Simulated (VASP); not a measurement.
Here is the system:

```xyz
2
Lattice="0.0000 2.6234 2.6234 2.6234 0.0000 2.6234 2.6234 2.6234 0.0000" Properties=species:S:1:pos:R:3 pbc="T T T"
K      0.0000     0.0000     0.0000
F      2.6234     2.6234     2.6234
```

Method: PBE GGA, VASP's PBE PAW potentials (set 64) (plane waves; VASP). Settings: 400 eV cut-off, 6×6×6 Γ-centred mesh, Fermi-Dirac smearing of 0.020 eV, potentials K_sv F.

At this cut-off the stress carries a Pulay error, which pulls relaxed volumes low.

### Question
Give the stress tensor in GPa (positive for a compressed cell).

### Answer

```
-1.27   0.00   0.00
 0.00  -1.27   0.00
 0.00   0.00  -1.27
```
The pressure is its mean diagonal, -1.27 GPa.

The structure is a typed KF crystal. The cell was not relaxed at this level.
